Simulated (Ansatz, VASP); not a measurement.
# H4C in two plane-wave programs, part 2 of 2

One calculation is typed for both programs; each brings its own data sets. How far apart do they land? The cell is taken from a series of runs on this material, whose earlier steps may have relaxed, scaled, displaced or heated it; both programs get it as it stands.

VASP 6.6.1 and Ansatz 0.2.0.

So far: Set-up; Ansatz: dielectric response, LDA.

## Step 3: VASP: dielectric response, LDA

Level of this step: LDA; plane waves and PAW (H, C) (VASP).

The same cell, functional (in two slightly different forms) and mesh now go to VASP, with its own data sets.

Lines of VASP's logs that name or quote its potential files are left out, and so is its time.

File INCAR:

```
SYSTEM = H4C
PREC = Accurate
ENCUT = 520
EDIFF = 1E-08
NELM = 120
ISMEAR = 0
SIGMA = 0.01
LREAL = .FALSE.
ALGO = Normal
GGA = CA
NBANDS = 10
LORBIT = 11
LWAVE = .FALSE.
LCHARG = .FALSE.
ISIF = 2
LEPSILON = .TRUE.
LASPH = .TRUE.
GGA_COMPAT = .FALSE.
KPAR = 2
```

File POSCAR:

```
H4C
1.0
   -2.4789246809      2.4789246809      2.4789246809
    2.4789246809     -2.4789246809      2.4789246809
    2.4789246809      2.4789246809     -2.4789246809
H C
4 1
Direct
    0.0000000000      0.0000000000      0.7463128700
    0.7463128700      0.0000000000      0.0000000000
    0.0000000000      0.7463128700      0.0000000000
    0.2536871300      0.2536871300      0.2536871300
    0.0000000000      0.0000000000      0.0000000000
```

File KPOINTS:

```
Automatic mesh
0
Gamma
6 6 6
0 0 0
```

The projector-augmented-wave data sets are H and C (LDA family, release 64).

Run with:

```
mpirun -np 2 vasp_std
```

Numbers of over 12 decimals in the logs are rounded to 6 here.

The program printed:

```text
[banner, memory and clock lines left out]
running    2 mpi-ranks, on    1 nodes
 distrk:  each k-point on    1 cores,    2 groups
 distr:  one band on    1 cores,    1 groups

 POSCAR found type information on POSCAR H C
 POSCAR found :  2 types and       5 ions
 LDA part: xc-table for (Slater(with rela. corr.)+CA(PZ))
 , standard interpolation
 POSCAR, INCAR and KPOINTS ok, starting setup
 FFT: planning ... GRIDC
 FFT: planning ... GRID_SOFT
 FFT: planning ... GRID
 WAVECAR not read
 entering main loop
       N       E                     dE             d eps       ncg     rms          rms(c)
DAV:   1     0.494521581936E+01    0.49452E+01   -0.32953E+03   320   0.642E+02
DAV:   2    -0.262765070688E+02   -0.31222E+02   -0.30387E+02   380   0.105E+02
DAV:   3    -0.287971791542E+02   -0.25207E+01   -0.25171E+01   412   0.312E+01
DAV:   4    -0.288237355830E+02   -0.26556E-01   -0.26552E-01   408   0.372E+00
DAV:   5    -0.288239170718E+02   -0.18149E-03   -0.18149E-03   448   0.252E-01    0.928E+00
DAV:   6    -0.253689993932E+02    0.34549E+01   -0.10556E+01   350   0.154E+01    0.425E+00
DAV:   7    -0.249826994510E+02    0.38630E+00   -0.94587E-01   428   0.525E+00    0.229E+00
DAV:   8    -0.248967571786E+02    0.85942E-01   -0.13707E-01   362   0.231E+00    0.281E-01
DAV:   9    -0.248971298527E+02   -0.37267E-03   -0.26738E-03   370   0.301E-01    0.175E-01
DAV:  10    -0.248983517344E+02   -0.12219E-02   -0.77615E-04   336   0.156E-01    0.253E-02
DAV:  11    -0.248983943071E+02   -0.42573E-04   -0.55260E-05   380   0.424E-02    0.111E-02
DAV:  12    -0.248983958479E+02   -0.15407E-05   -0.63331E-06   374   0.134E-02    0.255E-03
DAV:  13    -0.248983956144E+02    0.23350E-06   -0.13076E-06   372   0.553E-03    0.623E-04
DAV:  14    -0.248983956318E+02   -0.17445E-07   -0.75255E-08   366   0.180E-03    0.345E-04
DAV:  15    -0.248983956289E+02    0.28744E-08   -0.14424E-08   228   0.599E-04
   1 F= -.24898396E+02 E0= -.24898396E+02  d E =-.956370E-15
 Linear response reoptimize wavefunctions to high precision
DAV:   1    -0.248983956287E+02    0.24392E-09   -0.24729E-09   340   0.354E-04
DAV:   2    -0.248983956287E+02    0.23078E-10   -0.17815E-11   188   0.356E-05
 Linear response G [H, r] |phi>, progress :
  Direction:   1
       N       E                     dE             d eps       ncg     rms
RMM:   1    -0.293065086094E+02   -0.29307E+02    0.32040E+01   636   0.473E+01
RMM:   2    -0.299860452578E+02   -0.67954E+00   -0.15052E+00   562   0.932E+00
RMM:   3    -0.299983212364E+02   -0.12276E-01   -0.19706E-02   565   0.986E-01
RMM:   4    -0.299985611914E+02   -0.23996E-03   -0.95691E-04   606   0.188E-01
RMM:   5    -0.299985673750E+02   -0.61836E-05   -0.15213E-05   600   0.240E-02
RMM:   6    -0.299985673707E+02    0.43215E-08   -0.73043E-07   635   0.375E-03
RMM:   7    -0.299985673543E+02    0.16375E-07   -0.79925E-08   626   0.743E-04
RMM:   8    -0.299985673510E+02    0.32996E-08   -0.29504E-08   543   0.230E-04
 Linear response G [H, r] |phi>, progress :
  Direction:   2
       N       E                     dE             d eps       ncg     rms
RMM:   1    -0.291250438646E+02   -0.29125E+02    0.35051E+01   671   0.475E+01
RMM:   2    -0.298821473509E+02   -0.75710E+00   -0.14291E+00   570   0.914E+00
RMM:   3    -0.298943316745E+02   -0.12184E-01   -0.20499E-02   572   0.975E-01
RMM:   4    -0.298945129807E+02   -0.18131E-03   -0.82967E-04   631   0.175E-01
RMM:   5    -0.298945180423E+02   -0.50616E-05   -0.14231E-05   623   0.237E-02
RMM:   6    -0.298945180695E+02   -0.27156E-07    0.11743E-08   671   0.395E-03
RMM:   7    -0.298945180428E+02    0.26638E-07    0.85910E-07   658   0.781E-04
RMM:   8    -0.298945180417E+02    0.11421E-08    0.89013E-07   557   0.216E-04
RMM:   9    -0.298945180404E+02    0.13253E-08    0.90344E-07   539   0.128E-04
RMM:  10    -0.298945180404E+02   -0.75808E-10    0.89941E-07   519   0.113E-04
RMM:  11    -0.298945180405E+02   -0.10461E-09    0.88300E-07   507   0.113E-04
RMM:  12    -0.298945180407E+02   -0.18306E-09    0.80640E-07   491   0.113E-04
RMM:  13    -0.298945180414E+02   -0.67478E-09    0.43604E-07   418   0.113E-04
 Linear response G [H, r] |phi>, progress :
  Direction:   3
       N       E                     dE             d eps       ncg     rms
RMM:   1    -0.291392006735E+02   -0.29139E+02    0.34786E+01   666   0.473E+01
RMM:   2    -0.298385823265E+02   -0.69938E+00   -0.14603E+00   578   0.917E+00
RMM:   3    -0.298507662181E+02   -0.12184E-01   -0.21091E-02   569   0.980E-01
RMM:   4    -0.298509755411E+02   -0.20932E-03   -0.96677E-04   634   0.185E-01
RMM:   5    -0.298509828851E+02   -0.73440E-05   -0.15557E-05   625   0.247E-02
RMM:   6    -0.298509830663E+02   -0.18126E-06   -0.13364E-06   643   0.412E-03
RMM:   7    -0.298509830671E+02   -0.74269E-09   -0.71789E-07   645   0.840E-04
RMM:   8    -0.298509830670E+02    0.66304E-10   -0.69886E-07   540   0.283E-04
RMM:   9    -0.298509830664E+02    0.62851E-09   -0.69339E-07   522   0.192E-04
RMM:  10    -0.298509830664E+02    0.77911E-11   -0.70222E-07   494   0.176E-04
RMM:  11    -0.298509830664E+02   -0.39730E-10   -0.74684E-07   492   0.176E-04
RMM:  12    -0.298509830665E+02   -0.11111E-09   -0.97166E-07   458   0.176E-04
 Linear response to external field (no local field effect), progress :
  Direction:   1
       N       E                     dE             d eps       ncg     rms          rms(c)
RMM:   1    -0.138003621360E+00   -0.13800E+00   -0.21112E-01   684   0.199E+00
RMM:   2    -0.139380664141E+00   -0.13770E-02   -0.16797E-03   548   0.335E-01
RMM:   3    -0.139395127279E+00   -0.14463E-04   -0.22743E-05   554   0.370E-02
RMM:   4    -0.139395250580E+00   -0.12330E-06   -0.39028E-07   566   0.452E-03
RMM:   5    -0.139395251658E+00   -0.10775E-08   -0.11028E-08   557   0.604E-04
 change of polarisation eV/A/(eV/A) component  1 :     0.279     0.018    -0.019
 dielectric tensor                  component  1 :     1.828     0.054    -0.058
 Linear response to external field (no local field effect), progress :
  Direction:   2
       N       E                     dE             d eps       ncg     rms          rms(c)
RMM:   1    -0.136162221511E+00   -0.13616E+00   -0.20455E-01   729   0.198E+00
RMM:   2    -0.137642997967E+00   -0.14808E-02   -0.18010E-03   555   0.350E-01
RMM:   3    -0.137658430303E+00   -0.15432E-04   -0.25524E-05   560   0.392E-02
RMM:   4    -0.137658571967E+00   -0.14166E-06   -0.44464E-07   574   0.489E-03
RMM:   5    -0.137658573737E+00   -0.17703E-08   -0.11855E-08   570   0.672E-04
 change of polarisation eV/A/(eV/A) component  2 :     0.018     0.275    -0.045
 dielectric tensor                  component  2 :     0.054     1.818    -0.133
 Linear response to external field (no local field effect), progress :
  Direction:   3
       N       E                     dE             d eps       ncg     rms          rms(c)
RMM:   1    -0.135577847063E+00   -0.13558E+00   -0.20344E-01   717   0.198E+00
RMM:   2    -0.137022054736E+00   -0.14442E-02   -0.17894E-03   546   0.349E-01
RMM:   3    -0.137037724866E+00   -0.15670E-04   -0.25683E-05   555   0.396E-02
RMM:   4    -0.137037871996E+00   -0.14713E-06   -0.45403E-07   572   0.492E-03
RMM:   5    -0.137037873926E+00   -0.19306E-08   -0.11176E-08   561   0.681E-04
 change of polarisation eV/A/(eV/A) component  3 :    -0.019    -0.045     0.274
 dielectric tensor                  component  3 :    -0.058    -0.133     1.814
 Linear response to external field, progress :
  Direction:   1
       N       E                     dE             d eps       ncg     rms          rms(c)
RMM:   1    -0.136581916264E+00   -0.13658E+00   -0.20637E-01  2033   0.198E+00
RMM:   2    -0.138015237229E+00   -0.14333E-02   -0.17549E-03  1581   0.345E-01    0.667E-01
RMM:   3    -0.122787055544E+00    0.15228E-01   -0.11884E-02  1570   0.546E-01    0.342E-01
RMM:   4    -0.125938948547E+00   -0.31519E-02   -0.13012E-02  1607   0.583E-01    0.818E-02
RMM:   5    -0.129313522147E+00   -0.33746E-02   -0.25048E-04  1563   0.103E-01    0.118E-02
RMM:   6    -0.129526006197E+00   -0.21248E-03   -0.40707E-05  1663   0.162E-02    0.478E-03
RMM:   7    -0.129637418027E+00   -0.11141E-03   -0.10089E-05  1590   0.537E-03    0.972E-04
RMM:   8    -0.129644212826E+00   -0.67948E-05   -0.60549E-06  1701   0.165E-03    0.450E-04
RMM:   9    -0.129646523312E+00   -0.23105E-05    0.17739E-07  1695   0.586E-04    0.857E-05
RMM:  10    -0.129646716282E+00   -0.19297E-06    0.27612E-07  1626   0.135E-04    0.154E-05
RMM:  11    -0.129646614501E+00    0.10178E-06    0.17624E-07  1323   0.466E-05    0.307E-06
 change of polarisation eV/A/(eV/A) component  1 :     0.230    -0.006    -0.009
 dielectric tensor                  component  1 :     1.683    -0.018    -0.026
 Linear response to external field, progress :
  Direction:   2
       N       E                     dE             d eps       ncg     rms          rms(c)
RMM:   1    -0.136580543917E+00   -0.13658E+00   -0.20636E-01  2036   0.198E+00
RMM:   2    -0.138015148706E+00   -0.14346E-02   -0.17538E-03  1581   0.345E-01    0.667E-01
RMM:   3    -0.122787608181E+00    0.15228E-01   -0.11910E-02  1575   0.546E-01    0.342E-01
RMM:   4    -0.125945757134E+00   -0.31581E-02   -0.13113E-02  1604   0.584E-01    0.818E-02
RMM:   5    -0.129312792868E+00   -0.33670E-02   -0.25774E-04  1560   0.103E-01    0.118E-02
RMM:   6    -0.129524875647E+00   -0.21208E-03   -0.43603E-05  1662   0.163E-02    0.479E-03
RMM:   7    -0.129636205534E+00   -0.11133E-03   -0.11769E-05  1593   0.538E-03    0.973E-04
RMM:   8    -0.129642845663E+00   -0.66401E-05   -0.62683E-06  1709   0.165E-03    0.447E-04
RMM:   9    -0.129645204860E+00   -0.23592E-05   -0.26778E-07  1701   0.586E-04    0.834E-05
RMM:  10    -0.129645371668E+00   -0.16681E-06   -0.77544E-08  1600   0.129E-04    0.172E-05
RMM:  11    -0.129645271908E+00    0.99760E-07   -0.17265E-07  1349   0.485E-05    0.318E-06
 change of polarisation eV/A/(eV/A) component  2 :     0.004     0.230    -0.025
 dielectric tensor                  component  2 :     0.012     1.683    -0.074
 Linear response to external field, progress :
  Direction:   3
       N       E                     dE             d eps       ncg     rms          rms(c)
RMM:   1    -0.136580717835E+00   -0.13658E+00   -0.20636E-01  2036   0.198E+00
RMM:   2    -0.138015133647E+00   -0.14344E-02   -0.17548E-03  1580   0.345E-01    0.667E-01
RMM:   3    -0.122787238381E+00    0.15228E-01   -0.11889E-02  1572   0.546E-01    0.342E-01
RMM:   4    -0.125940152753E+00   -0.31529E-02   -0.13037E-02  1602   0.583E-01    0.818E-02
RMM:   5    -0.129311364093E+00   -0.33712E-02   -0.23579E-04  1565   0.103E-01    0.118E-02
RMM:   6    -0.129524901016E+00   -0.21354E-03   -0.35824E-05  1665   0.162E-02    0.477E-03
RMM:   7    -0.129636777685E+00   -0.11188E-03   -0.97121E-06  1592   0.536E-03    0.972E-04
RMM:   8    -0.129643634539E+00   -0.68569E-05   -0.61260E-06  1701   0.165E-03    0.447E-04
RMM:   9    -0.129645977582E+00   -0.23430E-05   -0.20946E-07  1702   0.585E-04    0.846E-05
RMM:  10    -0.129646174049E+00   -0.19647E-06   -0.23153E-07  1617   0.133E-04    0.163E-05
RMM:  11    -0.129646073920E+00    0.10013E-06   -0.34087E-07  1334   0.483E-05    0.315E-06
 change of polarisation eV/A/(eV/A) component  3 :    -0.002    -0.016     0.230
 dielectric tensor                  component  3 :    -0.007    -0.048     1.683
 Born effective charges drift removed
```

Parts of OUTCAR (step 3):

```text
ion  position               nearest neighbor table
   1  0.000  0.000  0.746-   5 1.09
   2  0.746  0.000  0.000-   5 1.09
   3  0.000  0.746  0.000-   5 1.09
   4  0.254  0.254  0.254-   5 1.09
   5  0.000  0.000  0.000-   1 1.09   2 1.09   3 1.09   4 1.09

  LATTYP: Found a body centered cubic cell.
 ALAT       =     4.9578493618

 Subroutine GETGRP returns: Found 24 space group operations
 (whereof 24 operations were pure point group operations)

The static configuration has the point symmetry T_d .

 Found     16 irreducible k-points:

   k-points           NKPTS =     16   k-points in BZ     NKDIM =     16   number of bands    NBANDS=     10

   dimension x,y,z NGX =    32 NGY =   32 NGZ =   32
   dimension x,y,z NGXF=    64 NGYF=   64 NGZF=   64

   ENCUT  =  520.0 eV  38.22 Ry    6.18 a.u.   7.98  7.98  7.98*2*pi/ulx,y,z

   NELECT =       8.0000    total number of electrons

 k-points in reciprocal lattice and weights: Automatic mesh
   0.00000000  0.00000000  0.00000000       0.005
   0.16666667  0.00000000  0.00000000       0.056
   0.33333333  0.00000000  0.00000000       0.056
   0.50000000  0.00000000  0.00000000       0.028
   0.16666667  0.16666667  0.00000000       0.111
   0.33333333  0.16666667  0.00000000       0.222
   0.33333333  0.33333333  0.00000000       0.037
   0.16666667  0.16666667  0.16666667       0.037
   0.33333333  0.16666667  0.16666667       0.056
[...]
0.50000000  0.50000000  0.33333333       0.056
   0.50000000  0.50000000  0.50000000       0.005

 average (electrostatic) potential at core
       1 -39.1659       2 -39.1659       3 -39.1659       4 -39.1659       5 -60.1776

  Total        0.2441040      0.2441040      0.2441040      0.0000000      0.0000000      0.0000000
  in kB        6.4185293      6.4185293      6.4185293      0.0000000      0.0000000      0.0000000
  external PRESSURE =       6.4185293 kB  Pullay stress =       0.0000000 kB

  energy-cutoff  :      520.00
  volume of cell :       60.93
      direct lattice vectors                 reciprocal lattice vectors
    -2.478924681  2.478924681  2.478924681     0.000000000  0.201700360  0.201700360
     2.478924681 -2.478924681  2.478924681     0.201700360  0.000000000  0.201700360
     2.478924681  2.478924681 -2.478924681     0.201700360  0.201700360  0.000000000

 POSITION                                       TOTAL-FORCE (eV/Angst)
 -----------------------------------------------------------------------------------
      1.85005      1.85005     -1.85005        -0.220400     -0.220400      0.220400
     -1.85005      1.85005      1.85005         0.220400     -0.220400     -0.220400
      1.85005     -1.85005      1.85005        -0.220400      0.220400     -0.220400
      0.62887      0.62887      0.62887         0.220400      0.220400      0.220400
      0.00000      0.00000      0.00000        -0.000000      0.000000      0.000000
 -----------------------------------------------------------------------------------
    total drift:                                0.000000      0.000000     -0.000000

 MACROSCOPIC STATIC DIELECTRIC TENSOR (including local field effects in DFT)
 ------------------------------------------------------
           1.682869    -0.000000    -0.000000
           0.000000     1.682869     0.000000
           0.000000    -0.000000     1.682869
 ------------------------------------------------------

 PIEZOELECTRIC TENSOR (including local field effects)  for field in x, y, z        (C/m^2)
          XX          YY          ZZ          XY          YZ          ZX
  --------------------------------------------------------------------------------
  x    -0.00000    -0.00000    -0.00000     0.00000    -0.04475    -0.00000
  y    -0.00000     0.00000    -0.00000     0.00000     0.00000    -0.04475
  z    -0.00000    -0.00000    -0.00000    -0.04475     0.00000     0.00000

 BORN EFFECTIVE CHARGES (including local field effects) (in |e|, cummulative output)
 ---------------------------------------------------------------------------------
 ion    1
    1     0.03749    -0.06192     0.06192
    2    -0.06192     0.03749     0.06192
    3     0.06192     0.06192     0.03749
 ion    2
    1     0.03749     0.06192     0.06192
    2     0.06192     0.03749    -0.06192
    3     0.06192    -0.06192     0.03749
 ion    3
    1     0.03749     0.06192    -0.06192
    2     0.06192     0.03749     0.06192
    3    -0.06192     0.06192     0.03749
 ion    4
    1     0.03749    -0.06192    -0.06192
    2    -0.06192     0.03749    -0.06192
    3    -0.06192    -0.06192     0.03749
 ion    5
    1    -0.14995     0.00000     0.00000
    2    -0.00000    -0.14995     0.00000
    3     0.00000    -0.00000    -0.14995
```

Energies printed during the response cycles are not total energies of the cell.

## Step 4: Side by side

Known differences besides the potentials themselves: the two LDA forms differ slightly; fixed occupations in Ansatz, narrow Gaussian smearing in VASP; the cutoff is 420 eV in Ansatz and 520 eV in VASP; VASP's log shows a relativistic correction to its local exchange, Ansatz's none. Total energies have different zeros and are not compared.

Compared:

| quantity | Ansatz | VASP | difference |
| --- | --- | --- | --- |
| ε∞ xx | 1.68 | 1.68 | -0.03 % |
| ε∞ yy | 1.68 | 1.68 | -0.03 % |
| ε∞ zz | 1.68 | 1.68 | -0.03 % |

## Step 5: Results

```json
{
  "difference in ε∞ xx (dielectric response, LDA)": "-0.026 %"
}
```

**Reading.** The difference in ε∞ xx is -0.026 % (dielectric response, LDA), within the 5 % picked in this series as the mark of a large difference. Such differences can come from data sets, numerical settings and the points named under the comparisons, not from the functional's error against experiment.

[Lines on the potential files, build, host, timing and source positions are cut from VASP's logs without a mark.]

[Logs are printed without paths, hosts, clocks, repeated set-up lines and the standing remarks that a program may print on its own settings, such as how far it seeks lower states.]

[Hosts, paths, dates, database ids (printed as entryN), source tags and the programs' standing remarks are cut or masked in the printed files.]
